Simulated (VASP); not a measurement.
Input:

```
MoSi2
1.0
   -1.59100     1.59100     3.90879
    1.59100    -1.59100     3.90879
    1.59100     1.59100    -3.90879
Si Mo
2 1
Direct
  0.66514   0.66514   0.00000
  0.33486   0.33486   0.00000
  0.00000   0.00000   0.00000
```

All values below come from AM05 GGA, VASP's PBE PAW potentials (set 64) (plane waves; VASP 6.6.1). Run with 520 eV cut-off, 15×15×15 Γ-centred mesh, tetrahedra with Blöchl corrections, potentials Si Mo_sv.

The cores are frozen, which limits the accuracy of field gradients.

**Question.** Give the principal components of the electric field gradient (V/Å²) and the asymmetry η at each nucleus.

**Answer.** 
```tsv
atom	Vxx	Vyy	Vzz	η
Si1	5.8	5.8	-11.6	0.00
Si2	5.8	5.8	-11.6	0.00
Mo3	30.0	30.0	-60.0	0.00
```

The compound is MoSi2 in the MoSi2 type structure. It was relaxed first.
